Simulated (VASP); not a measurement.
Level of theory: PBEsol GGA, VASP's PBE PAW potentials (set 64) (plane waves; VASP).

The input files of a VASP run:

File POSCAR:
```
NiAl
1.0
  0.0000000000   2.3986483561   2.3986483561
  2.3986483561   0.0000000000   2.3986483561
  2.3986483561   2.3986483561   0.0000000000
Ni Al
1 1
direct
  0.0000000000   0.0000000000   0.0000000000
  0.5000000000   0.5000000000   0.5000000000
```

### INCAR
```
SYSTEM=NiAl
PREC=Accurate; ENCUT=400; LREAL=F
LASPH=T; ICHARG=11
EDIFF=1E-7; NELM=100; ALGO=Normal
LMAXMIX=4
ISMEAR=0; SIGMA=0.05
GGA=PS
LWAVE=F; LCHARG=F; LORBIT=11
```

File KPOINTS:
```
k-points along high-symmetry lines
15
Line-mode
Reciprocal
  0.000000   0.000000   0.000000 ! GAMMA
  0.500000   0.000000   0.500000 ! X

  0.500000   0.000000   0.500000 ! X
  0.625000   0.250000   0.625000 ! U

  0.375000   0.375000   0.750000 ! K
  0.000000   0.000000   0.000000 ! GAMMA

  0.000000   0.000000   0.000000 ! GAMMA
  0.500000   0.500000   0.500000 ! L

  0.500000   0.500000   0.500000 ! L
  0.500000   0.250000   0.750000 ! W

  0.500000   0.250000   0.750000 ! W
  0.500000   0.000000   0.500000 ! X
```

POTCAR, in this order: Ni Al (PBE.64 set). Program: vasp_std. Read from the step before: CHGCAR.

The resulting files:

**OSZICAR**
```
       N       E                     dE             d eps       ncg     rms          rms(c)
DAV:   1     0.352031354158E+02    0.35203E+02   -0.48851E+03  1808   0.110E+03
DAV:   2    -0.896124732889E+01   -0.44164E+02   -0.41758E+02  1814   0.188E+02
DAV:   3    -0.991081149636E+01   -0.94956E+00   -0.94357E+00  2190   0.355E+01
DAV:   4    -0.992409157247E+01   -0.13280E-01   -0.13275E-01  2212   0.379E+00
DAV:   5    -0.992442138891E+01   -0.32982E-03   -0.32980E-03  2088   0.551E-01
DAV:   6    -0.992443821252E+01   -0.16824E-04   -0.16824E-04  2432   0.107E-01
DAV:   7    -0.992443853124E+01   -0.31872E-06   -0.31959E-06  1988   0.128E-02
DAV:   8    -0.992443855063E+01   -0.19394E-07   -0.19744E-07  1724   0.260E-03
   1 F= -.99244386E+01 E0= -.99223520E+01  d E =-.417317E-02
```

**OUTCAR**
```
 val. band max:        7.7735498865   @ k =   0.5000   0.0357   0.5357

 cond. band min:       7.7832084181   @ k =   0.5179   0.0357   0.5179



 k-point     1 :       0.0000    0.0000    0.0000
  band No.  band energies     occupation
      1      -1.9662      2.00000
      2       5.9087      2.00000
      3       5.9087      2.00000
      4       5.9087      2.00000
      5       5.9660      2.00000
      6       5.9660      2.00000
      7      14.9755      0.00000
      8      14.9755      0.00000
      9      14.9755      0.00000
     10      18.6996      0.00000

 k-point     2 :       0.0357    0.0000    0.0357
  band No.  band energies     occupation
      1      -1.9324      2.00000
      2       5.8981      2.00000
      3       5.9144      2.00000
      4       5.9144      2.00000
      5       5.9521      2.00000
      6       5.9699      2.00000
      7      14.8379      0.00000
      8      14.8379      0.00000
      9      14.9432      0.00000
     10      18.3237      0.00000

 k-point     3 :       0.0714    0.0000    0.0714
  band No.  band energies     occupation
      1      -1.8310      2.00000
      2       5.8670      2.00000
      3       5.9105      2.00000
      4       5.9316      2.00000
      5       5.9316      2.00000
      6       5.9813      2.00000
      7      14.4801      0.00000
      8      14.4801      0.00000
      9      14.8528      0.00000
     10      17.7334      0.00000

 k-point     4 :       0.1071    0.0000    0.1071
  band No.  band energies     occupation
      1      -1.6629      2.00000
      2       5.8168      2.00000
      3       5.8427      2.00000
      4       5.9607      2.00000
      5       5.9607      2.00000
      6       5.9998      2.00000
      7      14.0002      0.00000
      8      14.0002      0.00000
      9      14.7206      0.00000
     10      17.1705      0.00000

 k-point     5 :       0.1429    0.0000    0.1429
  band No.  band energies     occupation
...
```

The density is held fixed in this step, so its total energy and stress have no physical meaning.

The structure was generated: NiAl was put into the rock salt type (Fm-3m), which need not be its known phase. It was relaxed first, which changed the volume by -26 %. The run is not spin-polarised, so no magnetic state was tried. The electron count is odd and the run is not spin-polarised, which forces a metal.
